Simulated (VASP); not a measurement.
Here is the system:

```
BaF2
1.0
    0.00000     3.11366     3.11366
    3.11366     0.00000     3.11366
    3.11366     3.11366     0.00000
Ba F
1 2
Direct
  0.00000   0.00000   0.00000
  0.25000   0.25000   0.25000
  0.75000   0.75000   0.75000
```

Method: r2SCAN meta-GGA, VASP's PBE PAW potentials (set 64) (plane waves; VASP). Run with 530 eV cut-off, 6×6×6 Γ-centred mesh, Gaussian smearing of 0.050 eV, potentials Ba_sv F.

Problem. Estimate the energy per atom (σ→0).

Solution. 
```json
{
 "energy per atom (σ→0)": "-15.021 eV/atom"
}
```

The absolute energy has meaning only against runs of the same code, potentials and settings.

The compound is BaF2 in the fluorite structure. It was relaxed first. The start is the result of an earlier pass.
